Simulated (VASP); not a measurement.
A convergence study with VASP on BN (zinc blende): one setting is varied, all else stays as given below, so the limit is that of these other settings.

```
BN
1.0
    0.00000     1.80750     1.80750
    1.80750     0.00000     1.80750
    1.80750     1.80750     0.00000
B N
1 1
Cartesian
  0.00000   0.00000   0.00000
  0.90375   0.90375   0.90375
```

Computed with PBE GGA, VASP's PBE PAW potentials (set 64) (plane waves; VASP). The tightest run used: 700 eV cut-off, 22×22×22 Γ-centred mesh, tetrahedra with Blöchl corrections, potentials B N.

The reference is 22×22×22 mesh, which took about 70 core-seconds. Times come from single runs on busy shared machines, so they are rough: good to a factor of about 2.

Task: Of the settings 3×3×3 mesh; 4×4×4 mesh; 5×5×5 mesh; 6×6×6 mesh; 7×7×7 mesh; 8×8×8 mesh; 9×9×9 mesh; 10×10×10 mesh; 11×11×11 mesh; 12×12×12 mesh; 13×13×13 mesh; 14×14×14 mesh; 15×15×15 mesh; 16×16×16 mesh; 17×17×17 mesh; 18×18×18 mesh; 19×19×19 mesh; 20×20×20 mesh; 21×21×21 mesh; 22×22×22 mesh, which is the lowest that keeps the difference from the reference in the stress, largest component (GPa) within 0.5 from there on, and what does it cost?

Result: 5×5×5 mesh; its cost over the reference is about 1/10.
```json
[
 {"setting": "3×3×3 mesh", "difference in the stress, largest component (GPa)": "3.43", "cost over the reference": "about 1/10"},
 {"setting": "4×4×4 mesh", "difference in the stress, largest component (GPa)": "0.69", "cost over the reference": "about 1/20"},
 {"setting": "5×5×5 mesh", "difference in the stress, largest component (GPa)": "0.16", "cost over the reference": "about 1/10"},
 {"setting": "6×6×6 mesh", "difference in the stress, largest component (GPa)": "0.04", "cost over the reference": "about 1/10"},
 {"setting": "7×7×7 mesh", "difference in the stress, largest component (GPa)": "0.01", "cost over the reference": "about 1/8"},
 {"setting": "8×8×8 mesh", "difference in the stress, largest component (GPa)": "0.00", "cost over the reference": "about 1/8"},
 {"setting": "9×9×9 mesh", "difference in the stress, largest component (GPa)": "0.00", "cost over the reference": "about 1/8"},
 {"setting": "10×10×10 mesh", "difference in the stress, largest component (GPa)": "0.00", "cost over the reference": "about 1/5"},
 {"setting": "11×11×11 mesh", "difference in the stress, largest component (GPa)": "0.00", "cost over the reference": "about 1/5"},
 {"setting": "12×12×12 mesh", "difference in the stress, largest component (GPa)": "0.00", "cost over the reference": "about 1/4"},
 {"setting": "13×13×13 mesh", "difference in the stress, largest component (GPa)": "0.00", "cost over the reference": "about 1/4"},
 {"setting": "14×14×14 mesh", "difference in the stress, largest component (GPa)": "0.00", "cost over the reference": "about 1/3"},
 {"setting": "15×15×15 mesh", "difference in the stress, largest component (GPa)": "0.00", "cost over the reference": "about 1/2"},
 {"setting": "16×16×16 mesh", "difference in the stress, largest component (GPa)": "0.00", "cost over the reference": "about 1/2"},
 {"setting": "17×17×17 mesh", "difference in the stress, largest component (GPa)": "0.00", "cost over the reference": "within a factor of 2"},
 {"setting": "18×18×18 mesh", "difference in the stress, largest component (GPa)": "0.00", "cost over the reference": "within a factor of 2"},
 {"setting": "19×19×19 mesh", "difference in the stress, largest component (GPa)": "0.00", "cost over the reference": "within a factor of 2"},
 {"setting": "20×20×20 mesh", "difference in the stress, largest component (GPa)": "0.00", "cost over the reference": "within a factor of 2"},
 {"setting": "21×21×21 mesh", "difference in the stress, largest component (GPa)": "0.00", "cost over the reference": "within a factor of 2"},
 {"setting": "22×22×22 mesh", "difference in the stress, largest component (GPa)": "0.00", "cost over the reference": "reference"}
]
```

Left out are rungs that failed or repeat a setting and relaxations that didn't move; long series are thinned to 24 rows.

The compound is BN in the zinc blende structure. The cell was not relaxed at this level.
